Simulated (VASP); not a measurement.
Computed with PBE GGA, VASP's PBE PAW potentials (set 64) (plane waves; VASP 6.6.1).

VASP input:

**POSCAR**
```
HfN
1
    0.0000000000     2.2600000000     2.2600000000
    2.2600000000     0.0000000000     2.2600000000
    2.2600000000     2.2600000000     0.0000000000
Hf N
1 1
Direct
  0.0000000000   0.0000000000   0.0000000000
  0.5000000000   0.5000000000   0.5000000000
```

File KPOINTS:
```
Automatic
0
Gamma
 13 13 13
0 0 0
```

**INCAR**
```
! general
SYSTEM   =  HfN
PREC     =  Accurate
ENCUT    =  520
LREAL    =  .False.
LASPH    =  .True.

! electronic loop
EDIFF    =  1E-6
NELM     =  100
ALGO     =  Normal
IMIX     =  4
AMIX     =  0.1
BMIX     =  3.0
LMAXMIX  =  6

! smearing
ISMEAR   =  1
SIGMA    =  0.1

! functional
GGA      =  PE

! ions
ISIF     =  2

! output
LWAVE    =  .False.
LCHARG   =  .False.
```

POTCAR, in this order: Hf_pv N (PBE.64 set). Program: vasp_std.

Output of the run:

**OUTCAR**
```
 ion  position               nearest neighbor table
   1  0.000  0.000  0.000-   2 2.26   2 2.26   2 2.26   2 2.26   2 2.26   2 2.26
   2  0.500  0.500  0.500-   1 2.26   1 2.26   1 2.26   1 2.26   1 2.26   1 2.26
  LATTYP: Found a face centered cubic cell.
 ALAT       =     4.5200000000
 Subroutine PRICEL returns:
 Original cell was already a primitive cell.
 Subroutine GETGRP returns: Found 48 space group operations
The static configuration has the point symmetry O_h .
The dynamic configuration has the point symmetry O_h .
 Subroutine INISYM returns: Found 48 space group operations
 Subroutine IBZKPT returns following result:
 Found     84 irreducible k-points:

 Following reciprocal coordinates:
            Coordinates               Weight
  0.000000  0.000000  0.000000      1.000000
  0.076923  0.000000  0.000000      8.000000
  0.153846  0.000000  0.000000      8.000000
  0.230769  0.000000  0.000000      8.000000
  0.307692  0.000000  0.000000      8.000000
  0.384615  0.000000  0.000000      8.000000
  0.461538  0.000000  0.000000      8.000000
  0.076923  0.076923  0.000000      6.000000
  0.153846  0.076923  0.000000     24.000000
  0.230769  0.076923  0.000000     24.000000
  0.307692  0.076923  0.000000     24.000000
  0.384615  0.076923  0.000000     24.000000
  0.461538  0.076923  0.000000     24.000000
 -0.461538  0.076923  0.000000     24.000000
 -0.384615  0.076923  0.000000     24.000000
 -0.307692  0.076923  0.000000     24.000000
 -0.230769  0.076923  0.000000     24.000000
 -0.153846  0.076923  0.000000     24.000000
 -0.076923  0.076923  0.000000     12.000000
  0.153846  0.153846  0.000000      6.000000
  0.230769  0.153846  0.000000     24.000000
  0.307692  0.153846  0.000000     24.000000
  0.384615  0.153846  0.000000     24.000000
  0.461538  0.153846  0.000000     24.000000
 -0.461538  0.153846  0.000000     24.000000
 -0.384615  0.153846  0.000000     24.000000
 -0.307692  0.153846  0.000000     24.000000
 -0.230769  0.153846  0.000000     24.000000
 -0.153846  0.153846  0.000000     12.000000
  0.230769  0.230769  0.000000      6.000000
  0.307692  0.230769  0.000000     24.000000
  0.384615  0.230769  0.000000     24.000000
  0.461538  0.230769  0.000000     24.000000
 -0.461538  0.230769  0.000000     24.000000
 -0.384615  0.230769  0.000000     24.000000
 -0.307692  0.230769  0.000000     24.000000
 -0.230769  0.230769  0.000000     12.000000
  0.307692  0.307692  0.000000      6.000000
  0.384615  0.307692  0.000000     24.000000
  0.461538  0.307692  0.000000     24.000000
   k-points           NKPTS =     84   k-points in BZ     NKDIM =     84   number of bands    NBANDS=     11
   number of dos      NEDOS =    301   number of ions     NIONS =      2
   total plane-waves  NPLWV =  13824
   dimension x,y,z NGX =    24 NGY =   24 NGZ =   24
   dimension x,y,z NGXF=    48 NGYF=   48 NGZF=   48
   ions per type =               1   1
   PREC   = accura    normal or accurate (medium, high low for compatibility)
   ISTART =      0    job   : 0-new  1-cont  2-samecut
   ICHARG =      2    charge: 1-file 2-atom 10-const
   ISPIN  =      1    spin polarized calculation?
   LNONCOLLINEAR =      F non collinear calculations
   LSORBIT =      F    spin-orbit coupling
   INIWAV =      1    electr: 0-lowe 1-rand  2-diag
   ENCUT  =  520.0 eV  38.22 Ry    6.18 a.u.   5.94  5.94  5.94*2*pi/ulx,y,z
   NELM   =    100;   NELMIN=  2; NELMDL= -5     # of ELM steps
   EDIFF  = 0.1E-05   stopping-criterion for ELM
   LREAL  =      F    real-space projection
   NLSPLINE    = F    spline interpolate recip. space projectors
   LMAXMIX     =    6 max onsite mixed and CHGCAR
...
```

**OSZICAR**
```
       N       E                     dE             d eps       ncg     rms          rms(c)
DAV:   1     0.359546167232E+02    0.35955E+02   -0.82872E+03  1848   0.128E+03
DAV:   2    -0.226749891204E+02   -0.58630E+02   -0.55161E+02  2423   0.249E+02
DAV:   3    -0.247446665907E+02   -0.20697E+01   -0.20571E+01  2405   0.409E+01
DAV:   4    -0.247612782942E+02   -0.16612E-01   -0.16367E-01  2179   0.368E+00
DAV:   5    -0.247615536580E+02   -0.27536E-03   -0.27459E-03  2373   0.344E-01    0.491E+01
DAV:   6    -0.232031843394E+02    0.15584E+01   -0.12165E+00  2166   0.815E+00    0.475E+01
DAV:   7    -0.218266945824E+02    0.13765E+01   -0.82465E+00  2185   0.204E+01    0.412E+01
DAV:   8    -0.224702939654E+02   -0.64360E+00   -0.50623E+00  2127   0.153E+01    0.553E+00
DAV:   9    -0.217690026259E+02    0.70129E+00   -0.43763E+00  2182   0.137E+01    0.194E+00
DAV:  10    -0.217593374715E+02    0.96652E-02   -0.88545E-02  2108   0.308E+00    0.338E+00
DAV:  11    -0.217584120765E+02    0.92540E-03   -0.24745E-03  2354   0.466E-01    0.278E+00
DAV:  12    -0.217563648347E+02    0.20472E-02   -0.17048E-03  2125   0.387E-01    0.245E+00
DAV:  13    -0.217545605146E+02    0.18043E-02   -0.48201E-03  2189   0.567E-01    0.895E-01
DAV:  14    -0.217545357004E+02    0.24814E-04   -0.16860E-04  2154   0.144E-01    0.718E-01
DAV:  15    -0.217545277538E+02    0.79466E-05   -0.94582E-06  2243   0.305E-02    0.342E-01
DAV:  16    -0.217544758304E+02    0.51923E-04   -0.11880E-04  2201   0.804E-02    0.262E-01
DAV:  17    -0.217544722527E+02    0.35776E-05   -0.94539E-06  2371   0.293E-02    0.120E-01
DAV:  18    -0.217544705586E+02    0.16941E-05   -0.35320E-06  2103   0.146E-02    0.353E-02
DAV:  19    -0.217544703701E+02    0.18850E-06   -0.35317E-07  1032   0.586E-03
   1 F= -.21754470E+02 E0= -.21754368E+02  d E =-.306783E-03
```

File OUTCAR:
```
------------------------ aborting loop because EDIFF is reached ----------------------------------------
  FORCE on cell =-STRESS in cart. coord.  units (eV):
  Direction    XX          YY          ZZ          XY          YZ          ZX
  --------------------------------------------------------------------------------------
  Total        0.3789409      0.3789409      0.3789409     -0.0000000      0.0000000      0.0000000
  in kB       26.2982467     26.2982467     26.2982467     -0.0000000      0.0000000      0.0000000
  external PRESSURE =      26.2982467 kB  Pullay stress =       0.0000000 kB
  volume of cell :       23.09
      direct lattice vectors                 reciprocal lattice vectors
     0.000000000  2.260000000  2.260000000    -0.221238938  0.221238938  0.221238938
     2.260000000  0.000000000  2.260000000     0.221238938 -0.221238938  0.221238938
     2.260000000  2.260000000  0.000000000     0.221238938  0.221238938 -0.221238938
 POSITION                                       TOTAL-FORCE (eV/Angst)
 -----------------------------------------------------------------------------------
      0.00000      0.00000      0.00000         0.000000      0.000000     -0.000000
      2.26000      2.26000      2.26000        -0.000000     -0.000000      0.000000
 -----------------------------------------------------------------------------------
    total drift:                                0.000000     -0.000000     -0.000000
  FREE ENERGIE OF THE ION-ELECTRON SYSTEM (eV)
  ---------------------------------------------------
  free  energy   TOTEN  =       -21.7544703701 eV

  energy  without entropy=      -21.7541635874  energy(sigma->0) =      -21.75436811
```
(Selected blocks of OUTCAR.)

**OUTCAR**
```
 val. band max:        8.4307715182   @ k =   0.1538   0.0000   0.0000

 cond. band min:       8.4870979898   @ k =  -0.3846   0.3077   0.0000


 Fermi energy:         8.4568532826

 k-point     1 :       0.0000    0.0000    0.0000
  band No.  band energies     occupation
      1     -22.7839      2.00000
      2     -22.7839      2.00000
      3     -22.7839      2.00000
      4      -9.1282      2.00000
      5       5.3478      2.00000
      6       5.3478      2.00000
      7       5.3478      2.00000
      8       8.0278      2.00000
      9       8.0278      2.00000
     10       8.0278      2.00000
     11      10.1578     -0.00000

 k-point     2 :       0.0769    0.0000    0.0000
  band No.  band energies     occupation
      1     -22.8440      2.00000
      2     -22.7889      2.00000
      3     -22.7889      2.00000
      4      -8.9924      2.00000
      5       4.7596      2.00000
      6       5.0058      2.00000
      7       5.0058      2.00000
      8       8.1814      2.00069
      9       8.2272      2.00548
     10       8.2272      2.00548
     11      10.5924      0.00000

 k-point     3 :       0.1538    0.0000    0.0000
  band No.  band energies     occupation
      1     -23.0064      2.00000
      2     -22.8027      2.00000
      3     -22.8027      2.00000
      4      -8.6105      2.00000
      5       3.5487      2.00000
      6       4.2807      2.00000
      7       4.2807      2.00000
      8       8.4308      1.42524
      9       8.7394     -0.00048
     10       8.7394     -0.00048
     11      11.6162      0.00000

 k-point     4 :       0.2308    0.0000    0.0000
  band No.  band energies     occupation
      1     -23.2260      2.00000
      2     -22.8221      2.00000
      3     -22.8221      2.00000
      4      -8.0523      2.00000
      5       2.2419      2.00000
      6       3.5259      2.00000
      7       3.5259      2.00000
      8       8.8079     -0.00001
      9       9.4915     -0.00000
...
```

Unless said otherwise, spin-orbit coupling is left out, though it shifts the bands of the heavy elements here.

The compound is HfN in the rock salt structure. The cell was not relaxed at this level. The run is one of a series of settings (AMIX = 0.1, BMIX = 3.0, IMIX = 4 against the base run), some of them coarse on purpose. The electron count is odd and the run is not spin-polarised, which forces a metal.
